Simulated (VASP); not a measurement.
Computed with PBEsol GGA, VASP's PBE PAW potentials (set 64) (plane waves; VASP).

The input files of a VASP run:

### INCAR
```
! general
SYSTEM    =  MgS
PREC      =  Accurate
ENCUT     =  400
LREAL     =  .FALSE.
LASPH     =  .TRUE.

! electronic loop
EDIFF     =  1E-8
NELM      =  100
ALGO      =  Normal

! smearing
ISMEAR    =  0
SIGMA     =  0.01

! functional
GGA       =  PS

! ions
IBRION    =  8
NSW       =  1

! output
LWAVE     =  .FALSE.
LCHARG    =  .FALSE.

! other
LEPSILON  =  .TRUE.
```

KPOINTS:
```
Regular mesh
0
Gamma
8 8 8
0 0 0
```

File POSCAR:
```
MgS
1.0
  0.0000000000   2.8246643831   2.8246643831
  2.8246643831   0.0000000000   2.8246643831
  2.8246643831   2.8246643831   0.0000000000
Mg S
1 1
Direct
  0.0000000000   0.0000000000   0.0000000000
  0.7500000000   0.7500000000   0.7500000000
```

POTCAR, in this order: Mg S (PBE.64 set). Program: vasp_std.

What VASP printed:

**OUTCAR**
```
 ion  position               nearest neighbor table
   1  0.000  0.000  0.000-   2 2.45   2 2.45   2 2.45   2 2.45
   2  0.750  0.750  0.750-   1 2.45   1 2.45   1 2.45   1 2.45
  LATTYP: Found a face centered cubic cell.
 ALAT       =     5.6493287662
 Subroutine PRICEL returns:
 Original cell was already a primitive cell.
 Subroutine GETGRP returns: Found 24 space group operations
The static configuration has the point symmetry T_d .
The dynamic configuration has the point symmetry T_d .
 Subroutine INISYM returns: Found 24 space group operations
 Subroutine IBZKPT returns following result:
 Found     29 irreducible k-points:

 Following reciprocal coordinates:
            Coordinates               Weight
  0.000000  0.000000  0.000000      1.000000
  0.125000  0.000000  0.000000      8.000000
  0.250000  0.000000  0.000000      8.000000
  0.375000  0.000000  0.000000      8.000000
  0.500000  0.000000  0.000000      4.000000
  0.125000  0.125000  0.000000      6.000000
  0.250000  0.125000  0.000000     24.000000
  0.375000  0.125000  0.000000     24.000000
  0.500000  0.125000  0.000000     24.000000
 -0.375000  0.125000  0.000000     24.000000
 -0.250000  0.125000  0.000000     24.000000
 -0.125000  0.125000  0.000000     12.000000
  0.250000  0.250000  0.000000      6.000000
  0.375000  0.250000  0.000000     24.000000
  0.500000  0.250000  0.000000     24.000000
 -0.375000  0.250000  0.000000     24.000000
 -0.250000  0.250000  0.000000     12.000000
  0.375000  0.375000  0.000000      6.000000
  0.500000  0.375000  0.000000     24.000000
 -0.375000  0.375000  0.000000     12.000000
  0.500000  0.500000  0.000000      3.000000
  0.375000  0.250000  0.125000     24.000000
  0.500000  0.250000  0.125000     48.000000
 -0.375000  0.250000  0.125000     24.000000
...
```

OSZICAR:
```
...
RMM:   2    -0.516946191241E+00   -0.94002E-02   -0.73214E-03   814   0.616E-01
RMM:   3    -0.517015675188E+00   -0.69484E-04   -0.14393E-04   793   0.777E-02
RMM:   4    -0.517017410549E+00   -0.17354E-05   -0.35450E-06   824   0.126E-02
RMM:   5    -0.517017451703E+00   -0.41155E-07   -0.10900E-07   829   0.183E-03
RMM:   6    -0.517017452610E+00   -0.90670E-09   -0.48958E-09   745   0.323E-04
 Linear response to external field (no local field effect), progress :
  Direction:   3
       N       E                     dE             d eps       ncg     rms          rms(c)
RMM:   1    -0.307771694797E+00   -0.30777E+00   -0.89532E-01   985   0.302E+00
RMM:   2    -0.312611548774E+00   -0.48399E-02   -0.52193E-03   775   0.514E-01
RMM:   3    -0.312649694445E+00   -0.38146E-04   -0.12162E-04   758   0.682E-02
RMM:   4    -0.312650617610E+00   -0.92316E-06   -0.27718E-06   799   0.108E-02
RMM:   5    -0.312650642745E+00   -0.25134E-07   -0.83111E-08   782   0.152E-03
RMM:   6    -0.312650643364E+00   -0.61951E-09   -0.33290E-09   692   0.263E-04
 Linear response to external field, progress :
  Direction:   1
       N       E                     dE             d eps       ncg     rms          rms(c)
RMM:   1    -0.439782629870E+00   -0.43978E+00   -0.14853E+00  3294   0.344E+00
RMM:   2    -0.447511340412E+00   -0.77287E-02   -0.64983E-03  2629   0.581E-01    0.142E+00
RMM:   3    -0.404439913820E+00    0.43071E-01   -0.62920E-02  2413   0.131E+00    0.701E-01
RMM:   4    -0.417289827943E+00   -0.12850E-01   -0.34172E-02  2531   0.100E+00    0.217E-01
RMM:   5    -0.433671634387E+00   -0.16382E-01   -0.15599E-03  2480   0.320E-01    0.488E-02
RMM:   6    -0.433513111718E+00    0.15852E-03   -0.79428E-05  2703   0.583E-02    0.240E-02
RMM:   7    -0.434128202961E+00   -0.61509E-03   -0.32059E-05  2491   0.368E-02    0.730E-03
RMM:   8    -0.434330258434E+00   -0.20206E-03   -0.81760E-06  2617   0.177E-02    0.120E-03
RMM:   9    -0.434322735414E+00    0.75230E-05   -0.31190E-07  2720   0.412E-03    0.610E-04
RMM:  10    -0.434326295309E+00   -0.35599E-05   -0.82147E-08  2736   0.942E-04    0.556E-05
RMM:  11    -0.434324618993E+00    0.16763E-05    0.42958E-08  2768   0.319E-04    0.856E-05
RMM:  12    -0.434324441254E+00    0.17774E-06    0.35900E-07  2627   0.169E-04    0.858E-06
 Linear response to external field, progress :
  Direction:   2
       N       E                     dE             d eps       ncg     rms          rms(c)
RMM:   1    -0.439747581232E+00   -0.43975E+00   -0.14849E+00  3292   0.344E+00
RMM:   2    -0.447511916095E+00   -0.77643E-02   -0.64923E-03  2626   0.582E-01    0.142E+00
RMM:   3    -0.404444567223E+00    0.43067E-01   -0.62859E-02  2419   0.131E+00    0.701E-01
RMM:   4    -0.417289972636E+00   -0.12845E-01   -0.34113E-02  2533   0.100E+00    0.217E-01
RMM:   5    -0.433653492260E+00   -0.16364E-01   -0.15540E-03  2481   0.320E-01    0.485E-02
RMM:   6    -0.433508415301E+00    0.14508E-03   -0.80831E-05  2704   0.585E-02    0.236E-02
RMM:   7    -0.434132145847E+00   -0.62373E-03   -0.30331E-05  2486   0.360E-02    0.718E-03
RMM:   8    -0.434330638957E+00   -0.19849E-03   -0.79602E-06  2634   0.174E-02    0.123E-03
RMM:   9    -0.434322572614E+00    0.80663E-05   -0.29863E-07  2738   0.410E-03    0.608E-04
RMM:  10    -0.434326113789E+00   -0.35412E-05   -0.45160E-08  2739   0.922E-04    0.528E-05
RMM:  11    -0.434324514258E+00    0.15995E-05    0.53185E-08  2782   0.321E-04    0.866E-05
RMM:  12    -0.434324305857E+00    0.20840E-06    0.81452E-08  2616   0.172E-04    0.809E-06
 Linear response to external field, progress :
  Direction:   3
       N       E                     dE             d eps       ncg     rms          rms(c)
RMM:   1    -0.439867866382E+00   -0.43987E+00   -0.14861E+00  3290   0.344E+00
RMM:   2    -0.447509565380E+00   -0.76417E-02   -0.65125E-03  2628   0.581E-01    0.142E+00
RMM:   3    -0.404444860402E+00    0.43065E-01   -0.62866E-02  2416   0.131E+00    0.701E-01
RMM:   4    -0.417289417003E+00   -0.12845E-01   -0.34107E-02  2532   0.100E+00    0.217E-01
RMM:   5    -0.433654510072E+00   -0.16365E-01   -0.15534E-03  2481   0.319E-01    0.485E-02
RMM:   6    -0.433508670596E+00    0.14584E-03   -0.80520E-05  2702   0.584E-02    0.236E-02
RMM:   7    -0.434132043972E+00   -0.62337E-03   -0.30362E-05  2487   0.361E-02    0.718E-03
RMM:   8    -0.434330611905E+00   -0.19857E-03   -0.79639E-06  2642   0.175E-02    0.123E-03
RMM:   9    -0.434322574722E+00    0.80372E-05   -0.23801E-07  2735   0.410E-03    0.608E-04
RMM:  10    -0.434326115789E+00   -0.35411E-05    0.12020E-07  2749   0.922E-04    0.529E-05
RMM:  11    -0.434324512892E+00    0.16029E-05    0.19719E-07  2772   0.320E-04    0.865E-05
RMM:  12    -0.434324306710E+00    0.20618E-06    0.15797E-07  2634   0.172E-04    0.814E-06
 Linear response DOF=           2
 Linear response progress:
  Degree of freedom:   1/  2
       N       E                     dE             d eps       ncg     rms          rms(c)
RMM:   1    -0.223230167933E-02   -0.22323E-02   -0.22366E-03  2767   0.531E-01
RMM:   2    -0.199596675080E-02    0.23633E-03   -0.29000E-04  2429   0.133E-01    0.430E-02
RMM:   3    -0.194461688877E-02    0.51350E-04   -0.28059E-05  2503   0.375E-02    0.256E-02
RMM:   4    -0.192157547464E-02    0.23041E-04   -0.22512E-05  2341   0.342E-02    0.671E-03
RMM:   5    -0.191226952237E-02    0.93060E-05   -0.13485E-06  2422   0.126E-02    0.116E-03
RMM:   6    -0.191126843882E-02    0.10011E-05   -0.26173E-08  2568   0.280E-03    0.725E-04
RMM:   7    -0.191002634601E-02    0.12421E-05   -0.14957E-07  2538   0.120E-03    0.189E-04
RMM:   8    -0.190991682930E-02    0.10952E-06    0.22976E-08  2698   0.410E-04    0.691E-05
RMM:   9    -0.190994791901E-02   -0.31090E-07   -0.81082E-09  2632   0.130E-04    0.123E-05
RMM:  10    -0.190995785222E-02   -0.99332E-08   -0.18173E-09  2809   0.294E-05    0.360E-06
 Linear response progress:
  Degree of freedom:   2/  2
       N       E                     dE             d eps       ncg     rms          rms(c)
RMM:   1    -0.107897411109E+00   -0.10790E+00    0.44843E-02  3375   0.271E+00
RMM:   2    -0.107870849014E+00    0.26562E-04   -0.13398E-03  2408   0.297E-01    0.966E-02
RMM:   3    -0.108413053286E+00   -0.54220E-03   -0.20505E-04  2279   0.877E-02    0.480E-02
RMM:   4    -0.109051162985E+00   -0.63811E-03   -0.16378E-04  2313   0.697E-02    0.164E-02
RMM:   5    -0.109046703329E+00    0.44597E-05   -0.95553E-06  2552   0.236E-02    0.862E-03
RMM:   6    -0.109055263638E+00   -0.85603E-05   -0.53029E-08  2707   0.277E-03    0.638E-03
RMM:   7    -0.109071817609E+00   -0.16554E-04   -0.43687E-07  2317   0.362E-03    0.531E-04
RMM:   8    -0.109065433964E+00    0.63836E-05   -0.20747E-08  2557   0.884E-04    0.222E-04
RMM:   9    -0.109063897215E+00    0.15367E-05    0.18231E-09  2657   0.343E-04    0.359E-05
RMM:  10    -0.109064136372E+00   -0.23916E-06   -0.63350E-09  2789   0.665E-05    0.356E-05
RMM:  11    -0.109064246817E+00   -0.11045E-06   -0.19178E-08  2740   0.172E-05    0.618E-06
RMM:  12    -0.109064281780E+00   -0.34963E-07    0.10730E-07  2682   0.705E-06    0.350E-07
RMM:  13    -0.109064282108E+00   -0.32755E-09    0.59114E-08  2042   0.164E-06    0.561E-07
 Linear response finished
```

OUTCAR:
```
------------------------ aborting loop because EDIFF is reached ----------------------------------------

 HEAD OF MICROSCOPIC STATIC DIELECTRIC TENSOR (INDEPENDENT PARTICLE, excluding Hartree and local field effects)
 ------------------------------------------------------
           4.593617    -0.000000    -0.000000
           0.000000     4.593617     0.000000
          -0.000000     0.000000     4.593617
 ------------------------------------------------------

 MACROSCOPIC STATIC DIELECTRIC TENSOR (including local field effects in DFT)
 ------------------------------------------------------
           4.125203     0.000000    -0.000000
          -0.000000     4.125203     0.000000
           0.000000     0.000000     4.125203
 ------------------------------------------------------

 PIEZOELECTRIC TENSOR (including local field effects)  for field in x, y, z        (e  Angst)
          XX          YY          ZZ          XY          YZ          ZX
  --------------------------------------------------------------------------------
  x     0.00000    -0.00000    -0.00000     0.00000     1.12619    -0.00000
  y     0.00000    -0.00000     0.00000     0.00000     0.00000     1.12619
  z    -0.00000    -0.00000     0.00000     1.12619     0.00000    -0.00000

 PIEZOELECTRIC TENSOR (including local field effects)  for field in x, y, z        (C/m^2)
          XX          YY          ZZ          XY          YZ          ZX
  --------------------------------------------------------------------------------
  x     0.00000    -0.00000    -0.00000     0.00000     0.40030    -0.00000
  y     0.00000    -0.00000     0.00000     0.00000     0.00000     0.40030
  z    -0.00000    -0.00000     0.00000     0.40030     0.00000    -0.00000

 BORN EFFECTIVE CHARGES (including local field effects) (in |e|, cummulative output)
 ---------------------------------------------------------------------------------
 ion    1
    1     1.89099     0.00000    -0.00000
    2    -0.00000     1.89099    -0.00000
    3    -0.00000     0.00000     1.89099
 ion    2
    1    -1.89099    -0.00000     0.00000
    2     0.00000    -1.89099     0.00000
    3     0.00000    -0.00000    -1.89099

   1 f  =   10.002472 THz    62.847385 2PiTHz  333.646552 cm-1    41.366882 meV
             X         Y         Z           dx          dy          dz
      0.000000  0.000000  0.000000     0.000000    0.754020    0.000000
      4.236997  4.236997  4.236997     0.000000   -0.656852    0.000000

   2 f  =   10.002472 THz    62.847385 2PiTHz  333.646552 cm-1    41.366882 meV
             X         Y         Z           dx          dy          dz
      0.000000  0.000000  0.000000     0.754020    0.000000    0.000000
      4.236997  4.236997  4.236997    -0.656852    0.000000    0.000000

   3 f  =   10.002472 THz    62.847385 2PiTHz  333.646552 cm-1    41.366882 meV
             X         Y         Z           dx          dy          dz
      0.000000  0.000000  0.000000     0.000000    0.000000    0.754020
      4.236997  4.236997  4.236997     0.000000    0.000000   -0.656852

   4 f/i=    0.002955 THz     0.018565 2PiTHz    0.098559 cm-1     0.012220 meV
             X         Y         Z           dx          dy          dz
      0.000000  0.000000  0.000000    -0.656852    0.000000    0.000000
      4.236997  4.236997  4.236997    -0.754020    0.000000    0.000000

   5 f/i=    0.002955 THz     0.018565 2PiTHz    0.098559 cm-1     0.012220 meV
             X         Y         Z           dx          dy          dz
      0.000000  0.000000  0.000000     0.000000   -0.656852    0.000000
      4.236997  4.236997  4.236997     0.000000   -0.754020    0.000000

   6 f/i=    0.002955 THz     0.018565 2PiTHz    0.098559 cm-1     0.012220 meV
             X         Y         Z           dx          dy          dz
      0.000000  0.000000  0.000000     0.000000    0.000000   -0.656852
      4.236997  4.236997  4.236997     0.000000    0.000000   -0.754020

 MACROSCOPIC STATIC DIELECTRIC TENSOR IONIC CONTRIBUTION
 ------------------------------------------------------
           2.536181    -0.000000     0.000000
          -0.000000     2.536181     0.000000
           0.000000     0.000000     2.536181
 ------------------------------------------------------

 ELASTIC MODULI CONTR FROM IONIC RELAXATION (kBar)
 Direction    XX          YY          ZZ          XY          YZ          ZX
 --------------------------------------------------------------------------------
 XX          -0.0000     -0.0000     -0.0000     -0.0000     -0.0000     -0.0000
 YY          -0.0000     -0.0000     -0.0000     -0.0000     -0.0000     -0.0000
 ZZ          -0.0000     -0.0000     -0.0000     -0.0000     -0.0000     -0.0000
 XY          -0.0000     -0.0000     -0.0000   -239.6166     -0.0000     -0.0000
 YZ          -0.0000     -0.0000     -0.0000     -0.0000   -239.6166      0.0000
 ZX          -0.0000     -0.0000     -0.0000     -0.0000      0.0000   -239.6166
 --------------------------------------------------------------------------------

 PIEZOELECTRIC TENSOR IONIC CONTR  for field in x, y, z        (C/m^2)
          XX          YY          ZZ          XY          YZ          ZX
  --------------------------------------------------------------------------------
  x    -0.00000    -0.00000    -0.00000    -0.00000    -0.73354     0.00000
  y    -0.00000    -0.00000    -0.00000    -0.00000     0.00000    -0.73354
  z    -0.00000    -0.00000    -0.00000    -0.73354    -0.00000    -0.00000
```
(Selected blocks of OUTCAR.)

**OUTCAR**
```
 val. band max:        1.0431137139   @ k =   0.0000   0.0000   0.0000

 cond. band min:       4.3711586118   @ k =   0.0000   0.0000   0.0000


 Fermi energy:         1.0948392580

 k-point     1 :       0.0000    0.0000    0.0000
  band No.  band energies     occupation
      1     -10.2487      2.00000
      2       1.0431      2.00000
      3       1.0431      2.00000
      4       1.0431      2.00000
      5       4.3712      0.00000
      6       8.9326      0.00000
      7       8.9326      0.00000
      8       8.9326      0.00000

 k-point     2 :       0.1250    0.0000    0.0000
  band No.  band energies     occupation
      1     -10.1588      2.00000
      2       0.3382      2.00000
      3       0.9888      2.00000
      4       0.9888      2.00000
      5       5.0482      0.00000
      6       8.7386      0.00000
      7       9.1118      0.00000
      8       9.1118      0.00000

 k-point     3 :       0.2500    0.0000    0.0000
  band No.  band energies     occupation
      1      -9.9257      2.00000
      2      -0.8601      2.00000
      3       0.8663      2.00000
      4       0.8663      2.00000
      5       5.9112      0.00000
      6       8.7574      0.00000
      7       9.1383      0.00000
      8       9.1383      0.00000

 k-point     4 :       0.3750    0.0000    0.0000
  band No.  band energies     occupation
      1      -9.6640      2.00000
      2      -1.8047      2.00000
      3       0.7543      2.00000
      4       0.7543      2.00000
      5       6.0913      0.00000
      6       8.7681      0.00000
      7       8.7681      0.00000
      8       9.2821      0.00000

 k-point     5 :       0.5000    0.0000    0.0000
  band No.  band energies     occupation
      1      -9.5450      2.00000
      2      -2.1635      2.00000
      3       0.7105      2.00000
      4       0.7105      2.00000
      5       6.0618      0.00000
      6       8.5935      0.00000
      7       8.5935      0.00000
...
```

The structure comes from a computed database's MgS entry (F-43m); how it stands against other phases isn't given here. It was relaxed first.
